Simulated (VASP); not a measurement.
These are PBEsol GGA, VASP's PBE PAW potentials (set 64) (plane waves; VASP) values and carry that method's errors.

VASP ran on this input.

POSCAR:
```
Ag
1
    0.0000000000     1.9798313634     1.9798313634
    1.9798313634     0.0000000000     1.9798313634
    1.9798313634     1.9798313634     0.0000000000
Ag
1
Direct
  0.0000000000   0.0000000000   0.0000000000
```

**INCAR**
```
! general
SYSTEM  = Ag
PREC    = Accurate
ENCUT   = 500
LREAL   = .False.
LASPH   = .True.

! electronic loop
EDIFF   = 1E-6
NELM    = 100
ALGO    = Normal
LMAXMIX = 4

! smearing
ISMEAR  = 1
SIGMA   = 0.1

! functional
GGA     = PS

! ions
IBRION  = 2
NSW     = 40
ISIF    = 3
EDIFFG  = -0.02
PSTRESS = 200

! output
LWAVE   = .False.
LCHARG  = .False.
```

File KPOINTS:
```
Automatic mesh
0
Gamma
16 16 16
0 0 0
```

POTCAR, in this order: Ag (PBE.64 set). Program: vasp_std.

Output of the run:

File OUTCAR:
```
 ion  position               nearest neighbor table
   1  0.000  0.000  0.000-
  LATTYP: Found a face centered cubic cell.
 ALAT       =     3.9596627268
 Subroutine PRICEL returns:
 Original cell was already a primitive cell.
 Subroutine GETGRP returns: Found 48 space group operations
The static configuration has the point symmetry O_h .
The dynamic configuration has the point symmetry O_h .
 Subroutine INISYM returns: Found 48 space group operations
 Subroutine IBZKPT returns following result:
 Found    145 irreducible k-points:

 Following reciprocal coordinates:
            Coordinates               Weight
  0.000000  0.000000  0.000000      1.000000
  0.062500  0.000000  0.000000      8.000000
  0.125000  0.000000  0.000000      8.000000
  0.187500  0.000000  0.000000      8.000000
  0.250000  0.000000  0.000000      8.000000
  0.312500  0.000000  0.000000      8.000000
  0.375000  0.000000  0.000000      8.000000
  0.437500  0.000000  0.000000      8.000000
  0.500000  0.000000  0.000000      4.000000
  0.062500  0.062500  0.000000      6.000000
...
```

### OSZICAR
```
       N       E                     dE             d eps       ncg     rms          rms(c)
DAV:   1     0.412320645157E+02    0.41232E+02   -0.56930E+03  2738   0.109E+03
DAV:   2    -0.329067165974E+01   -0.44523E+02   -0.42611E+02  2693   0.204E+02
DAV:   3    -0.365464351597E+01   -0.36397E+00   -0.36381E+00  3047   0.220E+01
DAV:   4    -0.365533458632E+01   -0.69107E-03   -0.69106E-03  2926   0.928E-01
DAV:   5    -0.365533872829E+01   -0.41420E-05   -0.41417E-05  2890   0.648E-02    0.715E+00
DAV:   6    -0.329838760724E+01    0.35695E+00   -0.15757E+00  2651   0.138E+01    0.413E+00
DAV:   7    -0.328260172004E+01    0.15786E-01   -0.24649E-02  2868   0.167E+00    0.222E+00
DAV:   8    -0.327759970524E+01    0.50020E-02   -0.89042E-04  2659   0.307E-01    0.126E-01
DAV:   9    -0.327760559703E+01   -0.58918E-05   -0.73709E-06  3101   0.272E-02    0.114E-02
DAV:  10    -0.327760937922E+01   -0.37822E-05   -0.20298E-06  2804   0.145E-02    0.770E-03
DAV:  11    -0.327760906766E+01    0.31155E-06   -0.73566E-08  1359   0.306E-03
   1 F= -.13401434E+01 E0= -.13399770E+01  d E =-.134014E+01
       N       E                     dE             d eps       ncg     rms          rms(c)
DAV:   1    -0.591748486339E+01   -0.26399E+01   -0.54516E+01  2647   0.900E+01    0.131E+01
DAV:   2    -0.303715487236E+01    0.28803E+01   -0.12026E+01  2623   0.389E+01    0.223E+00
DAV:   3    -0.296023536278E+01    0.76920E-01   -0.20009E-01  2722   0.450E+00    0.129E+00
DAV:   4    -0.294565538559E+01    0.14580E-01   -0.25854E-02  2720   0.133E+00    0.150E-01
DAV:   5    -0.294604172565E+01   -0.38634E-03   -0.81383E-04  3109   0.294E-01    0.967E-02
DAV:   6    -0.294607470795E+01   -0.32982E-04   -0.16128E-05  2775   0.482E-02    0.559E-03
DAV:   7    -0.294607527866E+01   -0.57071E-06   -0.91934E-07  1965   0.122E-02
   2 F= -.12680170E+01 E0= -.12680580E+01  d E =0.721264E-01
       N       E                     dE             d eps       ncg     rms          rms(c)
DAV:   1    -0.439296362540E+01   -0.14469E+01   -0.23959E+01  2639   0.634E+01    0.691E+00
DAV:   2    -0.327169396051E+01    0.11213E+01   -0.38516E+00  2626   0.224E+01    0.330E+00
DAV:   3    -0.321767849338E+01    0.54015E-01   -0.17926E-01  2717   0.452E+00    0.210E+00
DAV:   4    -0.320968099594E+01    0.79975E-02   -0.95752E-03  2742   0.111E+00    0.346E-01
DAV:   5    -0.320945458628E+01    0.22641E-03   -0.12031E-03  2839   0.285E-01    0.386E-02
DAV:   6    -0.320947409577E+01   -0.19509E-04   -0.19756E-05  2754   0.548E-02    0.681E-03
DAV:   7    -0.320947402517E+01    0.70599E-07   -0.69546E-07  1667   0.959E-03
   3 F= -.13654301E+01 E0= -.13653599E+01  d E =-.252867E-01
       N       E                     dE             d eps       ncg     rms          rms(c)
DAV:   1    -0.320740738765E+01    0.20667E-02   -0.42879E-03  2643   0.824E-01    0.933E-02
DAV:   2    -0.320719337028E+01    0.21402E-03   -0.86491E-04  2630   0.329E-01    0.317E-02
DAV:   3    -0.320718703268E+01    0.63376E-05   -0.20136E-05  2657   0.461E-02    0.199E-02
DAV:   4    -0.320718689257E+01    0.14011E-06   -0.22044E-06  2730   0.142E-02
   4 F= -.13654509E+01 E0= -.13653823E+01  d E =-.253075E-01
```

### OUTCAR
```
------------------------ aborting loop because EDIFF is reached ----------------------------------------
  FORCE on cell =-STRESS in cart. coord.  units (eV):
  Direction    XX          YY          ZZ          XY          YZ          ZX
  --------------------------------------------------------------------------------------
  Total        1.8361421      1.8361421      1.8361421     -0.0000000     -0.0000000      0.0000000
  in kB      199.3925475    199.3925475    199.3925475     -0.0000000     -0.0000000      0.0000000
  external PRESSURE =      -0.6074525 kB  Pullay stress =     200.0000000 kB
  volume of cell :       14.75
      direct lattice vectors                 reciprocal lattice vectors
     0.000000000  1.946671417  1.946671417    -0.256848688  0.256848688  0.256848688
     1.946671417 -0.000000000  1.946671417     0.256848688 -0.256848688  0.256848688
     1.946671417  1.946671417  0.000000000     0.256848688  0.256848688 -0.256848688
 POSITION                                       TOTAL-FORCE (eV/Angst)
 -----------------------------------------------------------------------------------
      0.00000      0.00000      0.00000        -0.000000      0.000000     -0.000000
 -----------------------------------------------------------------------------------
    total drift:                               -0.000000     -0.000000     -0.000000
  FREE ENERGIE OF THE ION-ELECTRON SYSTEM (eV)
  ---------------------------------------------------
  free  energy   TOTEN  =        -3.2071868926 eV

  energy  without entropy=       -3.2069808533  energy(sigma->0) =       -3.20711821
  enthalpy is  TOTEN    =        -1.3654509419 eV   P V=        1.8417359507

 reached required accuracy - stopping structural energy minimisation
```
(Selected blocks of OUTCAR.)

File CONTCAR:
```
Ag
   1.00000000000000
     0.0000000000000000    1.9466714172462571    1.9466714172462571
     1.9466714172462571   -0.0000000000000000    1.9466714172462571
     1.9466714172462571    1.9466714172462571    0.0000000000000000
  Ag
     1
Direct
     0.0000000000000000    0.0000000000000000    0.0000000000000000
```

Energy and stress use the plane-wave basis of the starting cell.

The compound is Ag in the fcc structure. This run relaxes it under an external pressure of 20 GPa. Symmetry was kept, so distortions that lower it aren't found.
